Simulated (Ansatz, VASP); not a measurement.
## Cross-check of NiC63 (Ni_C) between VASP and Ansatz

One calculation is typed for both programs; each brings its own data sets. How far apart do they land? The cell is taken from a series of runs on this material, whose earlier steps may have relaxed, scaled, displaced or heated it; both programs get it as it stands.

Method: plane waves, with VASP 6.6.1 beside it; single point at HSE06, in Ansatz 0.2.0.

In doubt: a hybrid run on one k-point (step 2), which bears on gaps, levels and energies.

**1. Set-up**

The cell holds 64 atoms: 63 C and 1 Ni. Its edges and angles: a = 7.143 Å, b = 7.143 Å, c = 7.143 Å, α = 90.0°, β = 90.0°, γ = 90.0°. It derives from C (C (Fd-3m)). Nearest the centre at fractional (0.500, 0.500, 0.500): Ni64 at 0.01 Å, C38 at 1.80 Å, C23 at 1.80 Å, C60 at 1.80 Å, C16 at 1.81 Å, C51 at 2.56 Å, C50 at 2.56 Å, C59 at 2.56 Å. The cell carries charge −1.

**2. Ansatz: single point, HSE06**

Ansatz runs on its default PAW (the set named soft_2) files.

With cell and atoms fixed, the geometry can't cause a difference; cores, projectors, grids and the points listed under the comparison can.

File input.yaml:

```yaml
crystal:
  lattice:
    - [7.14312472, 0.0, 0.0]
    - [0.0, 7.14312472, 0.0]
    - [0.0, 0.0, 7.14312472]
  atoms:
    - { symbol: C, position: [-0.00047562379, -0.00017181852, 0.0005083179] }
    - { symbol: C, position: [0.00046186705, 0.24979836412, 0.25047843616] }
    - { symbol: C, position: [0.24949451082, 0.00076570931, 0.25047845252] }
    - { symbol: C, position: [0.24949449447, 0.24979836412, 0.00144580874] }
    - { symbol: C, position: [0.12495109565, 0.12525492301, 0.12593503734] }
    - { symbol: C, position: [0.12440779325, 0.37523696502, 0.37591710338] }
    - { symbol: C, position: [0.37493316833, 0.12471161369, 0.37591711002] }
    - { symbol: C, position: [0.37493316169, 0.37523696502, 0.12539173494] }
    - { symbol: C, position: [-0.00047576527, -0.00017180498, 0.5005082355] }
    - { symbol: C, position: [-0.00141318532, 0.24979831946, 0.7505381564] }
    - { symbol: C, position: [0.24949447682, -0.00110931984, 0.75053809467] }
    - { symbol: C, position: [0.24609971639, 0.24640350468, 0.50342569521] }
    - { symbol: C, position: [0.12159468572, 0.12189856241, 0.6249900926] }
    - { symbol: C, position: [0.12159470142, 0.37534637316, 0.87843788542] }
    - { symbol: C, position: [0.37504249478, 0.12189862188, 0.87843782066] }
    - { symbol: C, position: [0.35374601029, 0.3540498122, 0.64628670181] }
    - { symbol: C, position: [-0.00047575291, 0.49982818342, 0.00050818878] }
    - { symbol: C, position: [-0.00141320767, 0.74985799431, 0.25047842976] }
    - { symbol: C, position: [0.24609963182, 0.50274554087, 0.24708357352] }
    - { symbol: C, position: [0.24949448807, 0.74985799431, -0.00042926598] }
    - { symbol: C, position: [0.12159463607, 0.62430996554, 0.12257857777] }
    - { symbol: C, position: [0.12159466486, 0.87775782325, 0.37602645418] }
    - { symbol: C, position: [0.35374567504, 0.64560687996, 0.35472961673] }
    - { symbol: C, position: [0.37504251249, 0.87775782325, 0.12257860655] }
    - { symbol: C, position: [-0.00047564124, 0.49982818575, 0.50050833843] }
    - { symbol: C, position: [0.00046186102, 0.74985805853, 0.75053813374] }
    - { symbol: C, position: [0.24609972715, 0.4969107961, 0.75393292503] }
    - { symbol: C, position: [0.24609964223, 0.75325288377, 0.49759086785] }
    - { symbol: C, position: [0.12440779807, 0.6244194208, 0.6250995209] }
    - { symbol: C, position: [0.12495105644, 0.87440148574, 0.87508158496] }
    - { symbol: C, position: [0.37493314891, 0.62441936354, 0.87562483164] }
    - { symbol: C, position: [0.37493312895, 0.87494473536, 0.62509948702] }
    - { symbol: C, position: [0.49952429381, -0.00017180498, 0.00050817642] }
    - { symbol: C, position: [0.50244175352, 0.24640350468, 0.24708365808] }
    - { symbol: C, position: [0.74955415298, -0.00110931984, 0.25047841851] }
    - { symbol: C, position: [0.7495542147, 0.24979831946, -0.00042924363] }
    - { symbol: C, position: [0.62400615091, 0.12189856241, 0.12257862741] }
    - { symbol: C, position: [0.64530276012, 0.3540498122, 0.35472995198] }
    - { symbol: C, position: [0.87745387897, 0.12189862188, 0.37602643647] }
    - { symbol: C, position: [0.87745394373, 0.37534637316, 0.12257864311] }
    - { symbol: C, position: [0.49952439118, -0.000171831, 0.50050833287] }
    - { symbol: C, position: [0.49660696399, 0.24640358262, 0.75393291237] }
    - { symbol: C, position: [0.74955422906, 0.00076570037, 0.75053817076] }
    - { symbol: C, position: [0.75294897068, 0.24640358262, 0.49759090568] }
    - { symbol: C, position: [0.62411559207, 0.12471166523, 0.62509953376] }
    - { symbol: C, position: [0.62411557542, 0.37523696594, 0.87562481556] }
    - { symbol: C, position: [0.87409769449, 0.12525485133, 0.87508163618] }
    - { symbol: C, position: [0.87464087387, 0.37523696594, 0.62509951711] }
    - { symbol: C, position: [0.49952439674, 0.49982818575, 0.00050830045] }
    - { symbol: C, position: [0.49660692615, 0.75325288377, 0.24708358392] }
    - { symbol: C, position: [0.75294898334, 0.4969107961, 0.24708366884] }
    - { symbol: C, position: [0.74955419204, 0.74985805853, 0.00144580271] }
    - { symbol: C, position: [0.62411557921, 0.6244194208, 0.12539173976] }
    - { symbol: C, position: [0.62411554533, 0.87494473536, 0.37591707065] }
    - { symbol: C, position: [0.87464088995, 0.62441936354, 0.3759170906] }
    - { symbol: C, position: [0.87409764326, 0.87440148574, 0.12593499813] }
    - { symbol: Ni, position: [0.49952367965, 0.49982821781, 0.50050762134] }
    - { symbol: C, position: [0.50244173085, 0.75325274866, 0.75393287064] }
    - { symbol: C, position: [0.75294890213, 0.50274556338, 0.75393284382] }
    - { symbol: C, position: [0.75294892895, 0.75325274866, 0.50342567255] }
    - { symbol: C, position: [0.64530248471, 0.64560628491, 0.6462864264] }
    - { symbol: C, position: [0.62400616942, 0.87775775777, 0.87843782467] }
    - { symbol: C, position: [0.87745385667, 0.62431003762, 0.87843779836] }
    - { symbol: C, position: [0.87745388298, 0.87775775777, 0.62499011112] }
  host:
    repeats: [2, 2, 2]
    atoms:
      - { symbol: C, position: [0.0, 0.0, 0.0] }
      - { symbol: C, position: [0.0, 0.5, 0.5] }
      # ... 6 more atoms of the perfect host
total_charge: -1
basis:
  ecutwfc: 420
  xc_grid: 2
hamiltonian:
  xc: hse06
kpoints:
  mp_grid: { grid: [1, 1, 1] }
magnetization:
  spin_polarized: true
  initial_magnetization: 3
  spin_locking: { lock_magnetization: hard }
scf:
  occupations: { method: fermi_dirac, width: 0.01 }
  max_iter: 80
  n_extra_bands: 16
  lower_state_search: "off"
output:
  forces: true
  eigenvalues: true
checkpoint:
  read: "../exc.ground.qm1_M3.run"
  write: "../exc0_qm1_M3.ground.l1.run"
  compress: false
  write_wavefunctions: false
  write_every: 100000
```

Started as:

```console
> ansatz run input.yaml --threads 4 --pin off --max-ram 11304MiB --backend cpu --events-out ev --progress --plain --runs-dir out
```

Output:

```text
Warning: the atoms were moved onto the symmetric positions of the space group found under crystal.symmetry.tolerance 1.0e-5 (fractional; no operation is sought that the atoms, as they stand in a round, miss by more than twice it, and no atom is moved by as much as it), and the run uses the moved positions. Before a round's move an operation carried an atom to 1.28e-5 Å from where it should land, the largest such dist [...]
[...]
Free energy (F): -21615.485378 eV
Frozen-core exchange: fock
Harris-Foulkes:  -21615.485378 eV  (|F-HF|=1.49e-10)
Internal energy: -21615.485378 eV  (E = F + TS)
E sigma→0 (E₀):  -21615.485378 eV
Fermi energy:    16.150941 (↑ 16.667855, ↓ 15.045675) eV
--- Per-component energies (eV) ---
  E_band       = 400.283681
  E_kinetic    = 6155.781400
  E_local      = -8895.432587  (includes V_loc(G=0)·N_el)
  E_nonlocal   = 2293.316698
  E_hartree    = 3086.209027
  E_xc         = -2570.027365
  E_vxc        = -3162.118992  (∫ρ·V_xc dr)
  E_exx        = -677.777117  (= α·E_x^exact, valence–valence)
  E_paw        = -7811.184361  (= ΣΔE_a)
  E_vpaw       = -808.126849  (= ΣTr[D̂ρ^β])
  E_aug_tail   = 0.001034  (compensation charges beyond the density's cutoff)
  E_ewald      = -13195.071086
  E_core_change = -1.301019  (= ΣΔE_core)
  E_smearing   = -0.000000  (= −TS)
  E_closure    = -0.000001  (closes the sum)
  E_deformation_potential = -21.965254  (in the stress; not in F)
  Σ components = -21615.485378   (vs F -21615.485378, Δ=0.00e0)
--- Forces (eV/Å), atoms counted from 1 ---
  atom   1  C     -0.00000000    -0.00000000    -0.00000000
  atom   2  C      0.00501977    -0.01191536    -0.01191536
  atom   3  C     -0.01191536     0.00501977    -0.01191536
  atom   4  C     -0.01191536    -0.01191536     0.00501977
  atom   5  C     -0.00062898    -0.00062898    -0.00062898
  atom   6  C      0.03201252     0.04035059     0.04035059
  atom   7  C      0.04035059     0.03201252     0.04035059
  atom   8  C      0.04035059     0.04035059     0.03201252
  atom   9  C     -0.00000000    -0.00000000     0.00000000
  atom  10  C     -0.00501977    -0.01191536     0.01191536
  atom  11  C     -0.01191536    -0.00501977     0.01191536
  atom  12  C     -0.03826574    -0.03826574    -0.05670924
  atom  13  C      0.01212445     0.01212445    -0.01807529
  atom  14  C      0.01212445     0.01807529    -0.01212445
  atom  15  C      0.01807529     0.01212445    -0.01212445
  atom  16  C      0.71100053     0.71100053    -0.71100053
  atom  17  C     -0.00000000     0.00000000    -0.00000000
  atom  18  C     -0.00501977     0.01191536    -0.01191536
  atom  19  C     -0.03826574    -0.05670924    -0.03826574
  atom  20  C     -0.01191536     0.01191536    -0.00501977
  atom  21  C      0.01212445    -0.01807529     0.01212445
  atom  22  C      0.01212445    -0.01212445     0.01807529
  atom  23  C      0.71100053    -0.71100053     0.71100053
  atom  24  C      0.01807529    -0.01212445     0.01212445
[...]
atom  57  Ni     0.00000000    -0.00000000     0.00000000
  atom  58  C     -0.05670924     0.03826574     0.03826574
  atom  59  C      0.03826574    -0.05670924     0.03826574
  atom  60  C      0.03826574     0.03826574    -0.05670924
  atom  61  C     -0.71100053    -0.71100053    -0.71100053
  atom  62  C     -0.01807529    -0.01212445    -0.01212445
  atom  63  C     -0.01212445    -0.01807529    -0.01212445
  atom  64  C     -0.01212445    -0.01212445    -0.01807529
  max |Σ_I F_I| component: 3.78e-16 eV/Å
--- Band table (eV) ---
  k-point 0 ↑: bands = ["-95.8945", "-54.7837", "-54.7837", "-54.7837", "-10.5862", "-8.2507", "-8.2507", "-8.1662", "-8.1662", "-8.1662", "-7.6696", "-5.9125", "-5.9125", "-5.9125", "-5.9096", "-5.9096", "-5.8510", "-5.8510", "-5.8510", "-5.5541", "-5.5541", "-5.5541", "-5.0809", "-4.3818", "-4.3818", "-4.3818", "-3.5650", "-1.6352", "-1.6194", "-1.6194", "-1.6194", "-1.1672", "-1.1672", "-1.1087", "-1.1087", "-1.10 [...]
  k-point 0 ↓: bands = ["-93.9750", "-52.7300", "-52.7300", "-52.7300", "-10.5470", "-8.2267", "-8.2267", "-8.1094", "-8.1094", "-8.1094", "-7.6207", "-5.8903", "-5.8903", "-5.8285", "-5.8285", "-5.8285", "-5.8224", "-5.8224", "-5.8224", "-5.5159", "-5.5159", "-5.5159", "-5.0337", "-4.3231", "-4.3231", "-4.3231", "-3.3595", "-1.5921", "-1.5921", "-1.5921", "-1.5875", "-1.1428", "-1.1428", "-1.0596", "-1.0596", "-1.05 [...]
```

**3. VASP: single point, HSE06**

The same cell, functional, mesh and smearing now go to VASP, with its own data sets.

Lines of VASP's logs that name or quote its potential files are left out, and so is its time.

The run reads the wave functions of an earlier VASP run, which isn't shown here.

File INCAR:

```
SYSTEM = NiC63
PREC = Accurate
ENCUT = 520
EDIFF = 1E-06
NELM = 100
ISMEAR = -1
SIGMA = 0.01
LREAL = Auto
ALGO = Normal
LHFCALC = .TRUE.
AEXX = 0.25
GGA = PE
HFSCREEN = 0.208
LASPH = .TRUE.
NELECT = 263
NBANDS = 176
ISPIN = 2
MAGMOM = 0 -0 -0 -0 0 0.01 0.01 0.01 0.01 -0 -0 -0 0.02 0.02 0.02 0.15 0.01 -0 -0 -0 0.02 0.02 0.15 0.02 -0 -0 -0 -0 0.01 0 0.01 0.01 0.01 -0 -0 -0 0.02 0.15 0.02 0.02 -0 -0 -0 -0 0.01 0.01 0 0.01 -0 -0 -0 -0 0.01 0.01 0.01 0 -0 -0 -0 0.15 0.02 0.02 0.02 1.11
LMAXMIX = 4
PRECFOCK = Fast
LORBIT = 11
LWAVE = .FALSE.
LCHARG = .FALSE.
ISIF = 2
NUPDOWN = 3
```

File POSCAR:

```
NiC63
1.0
    7.1431247189      0.0000000000      0.0000000000
    0.0000000000      7.1431247189      0.0000000000
    0.0000000000      0.0000000000      7.1431247189
C Ni
63 1
Direct
    0.9995243762      0.9998281815      0.0005083179
    0.0004618671      0.2497983641      0.2504784362
    0.2494945108      0.0007657093      0.2504784525
    0.2494944945      0.2497983641      0.0014458087
    0.1249510956      0.1252549230      0.1259350373
    0.1244077933      0.3752369650      0.3759171034
    0.3749331683      0.1247116137      0.3759171100
    0.3749331617      0.3752369650      0.1253917349
    0.9995242347      0.9998281950      0.5005082355
    0.9985868147      0.2497983195      0.7505381564
    0.2494944768      0.9988906802      0.7505380947
    0.2460997164      0.2464035047      0.5034256952
    0.1215946857      0.1218985624      0.6249900926
    0.1215947014      0.3753463732      0.8784378854
    0.3750424948      0.1218986219      0.8784378207
    0.3537460103      0.3540498122      0.6462867018
    0.9995242471      0.4998281834      0.0005081888
    0.9985867923      0.7498579943      0.2504784298
    0.2460996318      0.5027455409      0.2470835735
    0.2494944881      0.7498579943      0.9995707340
    0.1215946361      0.6243099655      0.1225785778
    0.1215946649      0.8777578232      0.3760264542
    0.3537456750      0.6456068800      0.3547296167
    0.3750425125      0.8777578232      0.1225786065
    0.9995243588      0.4998281857      0.5005083384
    0.0004618610      0.7498580585      0.7505381337
    0.2460997272      0.4969107961      0.7539329250
    0.2460996422      0.7532528838      0.4975908678
    0.1244077981      0.6244194208      0.6250995209
    0.1249510564      0.8744014857      0.8750815850
    0.3749331489      0.6244193635      0.8756248316
    0.3749331290      0.8749447354      0.6250994870
    0.4995242938      0.9998281950      0.0005081764
    0.5024417535      0.2464035047      0.2470836581
    0.7495541530      0.9988906802      0.2504784185
    0.7495542147      0.2497983195      0.9995707564
    0.6240061509      0.1218985624      0.1225786274
    0.6453027601      0.3540498122      0.3547299520
    0.8774538790      0.1218986219      0.3760264365
    0.8774539437      0.3753463732      0.1225786431
    0.4995243912      0.9998281690      0.5005083329
    0.4966069640      0.2464035826      0.7539329124
    0.7495542291      0.0007657004      0.7505381708
    0.7529489707      0.2464035826      0.4975909057
    0.6241155921      0.1247116652      0.6250995338
    0.6241155754      0.3752369659      0.8756248156
    0.8740976945      0.1252548513      0.8750816362
    0.8746408739      0.3752369659      0.6250995171
    0.4995243967      0.4998281857      0.0005083004
    0.4966069262      0.7532528838      0.2470835839
    0.7529489833      0.4969107961      0.2470836688
    0.7495541920      0.7498580585      0.0014458027
    0.6241155792      0.6244194208      0.1253917398
    0.6241155453      0.8749447354      0.3759170706
    0.8746408900      0.6244193635      0.3759170906
    0.8740976433      0.8744014857      0.1259349981
    0.5024417309      0.7532527487      0.7539328706
    0.7529489021      0.5027455634      0.7539328438
    0.7529489289      0.7532527487      0.5034256725
    0.6453024847      0.6456062849      0.6462864264
    0.6240061694      0.8777577578      0.8784378247
    0.8774538567      0.6243100376      0.8784377984
    0.8774538830      0.8777577578      0.6249901111
    0.4995236797      0.4998282178      0.5005076213
```

File KPOINTS:

```
Automatic mesh
0
Gamma
1 1 1
0 0 0
```

The projector-augmented-wave data sets are C and Ni (PBE family, release 64).

Started as:

```console
> export OMP_NUM_THREADS=4
> mpirun -np 1 vasp_gam
```

Output:

```text
[banner, memory and clock lines left out]
running    1 mpi-ranks, on    1 nodes
[...]
Offloading initialized ...    1 GPUs detected
[...]
LDA part: xc-table for (Slater+PW92), standard interpolation
 found WAVECAR, reading the header
 POSCAR, INCAR and KPOINTS ok, starting setup
[...]
reading WAVECAR
 the WAVECAR file was read successfully
 initial charge from wavefunction
 entering main loop
       N       E                     dE             d eps       ncg     rms          rms(c)
DAV:   1    -0.647054491860E+03   -0.64705E+03   -0.87224E+00   912   0.101E+01    0.460E+00
DAV:   2    -0.647126286352E+03   -0.71794E-01   -0.84368E-01  1016   0.521E+00    0.371E+00
DAV:   3    -0.647093136229E+03    0.33150E-01   -0.40233E-01   944   0.411E+00    0.304E+00
DAV:   4    -0.647092559103E+03    0.57713E-03   -0.59469E-02  1056   0.169E+00    0.191E+00
[...]
DAV:  10    -0.647094211495E+03    0.24366E-05   -0.17502E-05   736   0.239E-02    0.635E-02
DAV:  11    -0.647094210108E+03    0.13873E-05   -0.92359E-06   744   0.225E-02    0.427E-02
DAV:  12    -0.647094210301E+03   -0.19306E-06   -0.22616E-06   520   0.107E-02
   1 F= -.64709421E+03 E0= -.64709421E+03  d E =-.385527E-12  mag=     3.0000
```

OUTCAR, selected parts (step 3):

```text
  FREE ENERGIE OF THE ION-ELECTRON SYSTEM (eV)
  ---------------------------------------------------
  free  energy   TOTEN  =      -647.0942103008 eV

  energy  without entropy=     -647.0942103008  energy(sigma->0) =     -647.09421030

 magnetization (x)
# of ion       s       p       d       tot
------------------------------------------
    1       -0.000   0.002   0.000   0.002
    2       -0.001  -0.002   0.000  -0.003
    3       -0.001  -0.002   0.000  -0.003
    4       -0.001  -0.002   0.000  -0.003
    5        0.001   0.001   0.000   0.002
    6        0.001   0.009   0.000   0.010
    7        0.001   0.009   0.000   0.010
    8        0.001   0.009   0.000   0.010
    9        0.000   0.016   0.000   0.016
   10       -0.001  -0.002   0.000  -0.003
   11       -0.001  -0.002   0.000  -0.003
   12       -0.002  -0.004   0.000  -0.006
   13        0.004   0.017   0.000   0.021
[...]
--------------------------------------------------
tot          0.066   1.352   1.027   2.445

[... 1 further part left out ...]
```

The cell holds one magnetic atom, so no antiferromagnetic order fits into it.

**4. Differences**

Known differences besides the potentials themselves: exact exchange at q = 0 is treated differently, which shows on coarse meshes; VASP keeps PBE cores, Ansatz makes them for the functional; the cutoff is 420 eV in Ansatz and 520 eV in VASP (PREC = Accurate, projectors in real space); VASP takes a coarser grid for exact exchange (PRECFOCK = Fast); site moments are counted in spheres of each program's own size. Total energies have different zeros and are not compared.

Both answers:

```csv
quantity,Ansatz,VASP,difference
"total moment, fixed by the input (μB)",3.00,3.00,0.00
moment on Ni64 (μB),1.11,1.38,-0.27
moment on C16 (μB),0.14,0.19,-0.05
moment on C38 (μB),0.14,0.19,-0.05
moment on C23 (μB),0.14,0.19,-0.05
moment on C60 (μB),0.14,0.19,-0.05
```

Forces on 10 of the 64 atoms, those with the largest forces and the largest differences (eV/Å; atoms numbered as in POSCAR):

| atom | Ansatz x, y, z | VASP x, y, z |
| --- | --- | --- |
| C16 | 0.711, 0.711, -0.711 | 0.698, 0.698, -0.698 |
| C19 | -0.038, -0.057, -0.038 | -0.028, -0.074, -0.028 |
| C23 | 0.711, -0.711, 0.711 | 0.698, -0.698, 0.698 |
| C27 | -0.038, 0.057, 0.038 | -0.028, 0.074, 0.028 |
| C28 | -0.038, 0.038, 0.057 | -0.028, 0.028, 0.074 |
| C38 | -0.711, 0.711, 0.711 | -0.698, 0.698, 0.698 |
| C50 | 0.057, 0.038, -0.038 | 0.074, 0.028, -0.028 |
| C51 | 0.038, 0.057, -0.038 | 0.028, 0.074, -0.028 |
| C59 | 0.038, 0.038, -0.057 | 0.028, 0.028, -0.074 |
| C60 | -0.711, -0.711, -0.711 | -0.698, -0.698, -0.698 |

The forces differ by 7.2 meV/Å r.m.s., which is 4.0 % of the r.m.s. force of 0.177 eV/Å (both taken over all components). The cell carries a charge of -1 e against a uniform background, so its pressure also hangs on how the neutralising background is counted, and in a defect's cell a gap may be the spacing between its levels.

**5. Summary of results**

```json
{
  "r.m.s. force difference (single point, HSE06)": "7.2 meV/Å"
}
```

**Reading.** The r.m.s. force difference is 7.2 meV/Å (single point, HSE06), within the 12 meV/Å picked in this series as the mark of a large difference. The data sets hold unlike numbers of valence electrons (271 in Ansatz and 263 in VASP), so part of the differences comes from the potentials. Such differences can come from data sets, numerical settings and the points named under the comparisons, not from the functional's error against experiment.

[Lines on the potential files, build, host, timing and source positions are cut from VASP's logs without a mark.]

[Logs are printed without paths, hosts, clocks, repeated set-up lines and the standing remarks that a program may print on its own settings, such as how far it seeks lower states.]

[Hosts, paths, dates, database ids (printed as entryN), source tags and the programs' standing remarks are cut or masked in the printed files.]
